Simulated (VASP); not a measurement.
These are PBE GGA, VASP's PBE PAW potentials (set 64) (plane waves; VASP) values and carry that method's errors.

The input files of a VASP run:

INCAR:
```
ALGO  =  Normal
EDIFF  =  1E-6
EDIFFG  =  -0.01
ENCUT  =  480
GGA  =  PE
IBRION  =  2
ISIF  =  3
ISMEAR  =  1
LASPH  =  T
LCHARG  =  F
LMAXMIX  =  6
LREAL  =  F
LWAVE  =  F
NELM  =  100
NSW  =  60
PREC  =  Accurate
SIGMA  =  0.1
SYSTEM  =  Re
```

**KPOINTS**
```
Automatic
0
gamma
 14 14 8
0 0 0
```

**POSCAR**
```
Re
1
    2.7600000000     0.0000000000     0.0000000000
   -1.3800000000     2.3902300000     0.0000000000
    0.0000000000     0.0000000000     4.4600000000
Re
2
Direct
  0.6666670000   0.3333330000   0.7500000000
  0.3333330000   0.6666670000   0.2500000000
```

POTCAR, in this order: Re (PBE.64 set). Program: vasp_std.

Unless said otherwise, spin-orbit coupling is left out, though it shifts the bands of the heavy elements here.

**Question.** Predict the energy per atom (σ→0), volume per atom, band gap (on the k-mesh).

**Answer.** 
- energy per atom (σ→0): -12.427 eV/atom
- band gap (on the k-mesh): none (metal, semimetal or under 0.01 eV)
- volume per atom: 14.93 Å³/atom

OSZICAR:
```
...
DAV:   4    -0.248531101860E+02    0.46720E-06   -0.12341E-07  1485   0.152E-02
   8 F= -.24853110E+02 E0= -.24853416E+02  d E =0.364285E-04
       N       E                     dE             d eps       ncg     rms          rms(c)
DAV:   1    -0.248531787642E+02   -0.68111E-04   -0.41707E-03  3376   0.383E+00    0.176E-01
DAV:   2    -0.248531556047E+02    0.23159E-04   -0.46123E-05  4308   0.234E-01    0.595E-02
DAV:   3    -0.248531492000E+02    0.64047E-05   -0.18058E-05  4104   0.143E-01    0.972E-03
DAV:   4    -0.248531494186E+02   -0.21859E-06   -0.97161E-08  1446   0.139E-02
   9 F= -.24853149E+02 E0= -.24853454E+02  d E =-.280409E-05
```

The compound is Re in the hcp structure. This run relaxes it. Symmetry was kept, so distortions that lower it aren't found.
